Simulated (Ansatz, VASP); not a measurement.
**Two plane-wave programs on BiO4**

```
CELL_PARAMETERS angstrom
2.78676 0.00000 0.00000
-1.39338 2.41340 0.00000
0.00000 0.00000 8.96077
ATOMIC_POSITIONS crystal
Bi 0.00000 0.00000 0.00000
O 0.33333 0.66667 0.86586
O 0.33333 0.66667 0.37680
O 0.66667 0.33333 0.13414
O 0.66667 0.33333 0.62320
```

Change from the starting cell: species swapped into the Co4H type (P-3m1, No. 164).

Alike in both runs: task relaxation of cell and atoms; functional PBE; k mesh 6 × 6 × 2; occupations gaussian, width 0.1 eV; no spin polarisation.

|  | VASP | Ansatz |
| --- | --- | --- |
| version | VASP 6.6.1 | Ansatz 0.2.0 |
| potentials or method | VASP PAW PBE potentials, release 64 (Bi_d, O) | scalar-relativistic, plane waves, PAW |
| plane-wave cutoff (eV) | 600 | 420 |
| valence electrons in the cell | 39 | 39 |

|  | VASP | Ansatz | Ansatz less VASP |
| --- | --- | --- | --- |
| gap on the k mesh at the Fermi level, each at its own relaxed structure (eV) | none | none | - |
| relaxed volume (Å³/atom) | 17.00 | 16.84 | -0.159 |
| relaxed cell length with the largest relative difference (Å) | 8.959 | 8.768 | -0.1909 |
| energy change over the relaxation (meV/atom) | -1872 | -1873 | -0.9 |

A gap of «none» marks a metal or a gap that the smearing closes.

Caveats: the k mesh is coarse (spacing up to 0.43 Å⁻¹), so the values aren't converged; the volume moved by over 15 % at a fixed basis, so the end points are rough (VASP); spin-orbit coupling is left out, which moves the levels of the heavy elements; an odd number of electrons without spin polarisation forces a metal; a magnetic or distorted state may lie lower.
